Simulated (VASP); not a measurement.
OSZICAR of a VASP run on Fe (bcc):

OSZICAR:
```
       N       E                     dE             d eps       ncg     rms          rms(c)
DAV:   1     0.156382319239E+02    0.15638E+02   -0.34876E+03  6248   0.830E+02
DAV:   2    -0.804907609313E+01   -0.23687E+02   -0.21532E+02  5842   0.118E+02
DAV:   3    -0.841261676008E+01   -0.36354E+00   -0.36239E+00  6516   0.191E+01
DAV:   4    -0.841414846755E+01   -0.15317E-02   -0.15316E-02  6316   0.114E+00
DAV:   5    -0.841416110703E+01   -0.12639E-04   -0.12640E-04  6326   0.101E-01    0.127E+01
DAV:   6    -0.828481609027E+01    0.12935E+00   -0.10027E+01  6356   0.468E+01    0.495E+00
DAV:   7    -0.824614712384E+01    0.38669E-01   -0.47694E-01  6394   0.976E+00    0.316E+00
DAV:   8    -0.823757659552E+01    0.85705E-02   -0.60535E-03  7198   0.795E-01    0.120E+00
DAV:   9    -0.823144653322E+01    0.61301E-02   -0.91557E-03  8514   0.874E-01    0.239E-01
DAV:  10    -0.823127307525E+01    0.17346E-03   -0.10208E-03  6352   0.480E-01    0.365E-02
DAV:  11    -0.823129146456E+01   -0.18389E-04   -0.51012E-05  6106   0.831E-02    0.397E-02
DAV:  12    -0.823128545595E+01    0.60086E-05   -0.19170E-06  6086   0.185E-02    0.192E-02
DAV:  13    -0.823128526303E+01    0.19292E-06   -0.15553E-06  3104   0.157E-02
   1 F= -.82312853E+01 E0= -.82314005E+01  d E =0.345734E-03  mag=     2.2746
```

Task: Which electronic solver shows in the log?

Result: It is blocked Davidson (ALGO = Normal, or the opening steps of other solvers). The INCAR had ALGO = Normal.

Task: How was spin treated?

Result: Collinear spin (ISPIN = 2): the summary line carries one mag value, 2.27 μB in the cell.

Task: Can the final energy be trusted as converged?

Result: Self-consistency was reached. It stopped with EDIFF = 1E-6, NELM = 100 (PBE GGA, plane waves, VASP's PBE PAW potentials (set 64)).

The compound is Fe in the bcc structure. The cell was not relaxed at this level. The run is one of a series of settings (MAGMOM = 4.5 against the base run), some of them coarse on purpose.
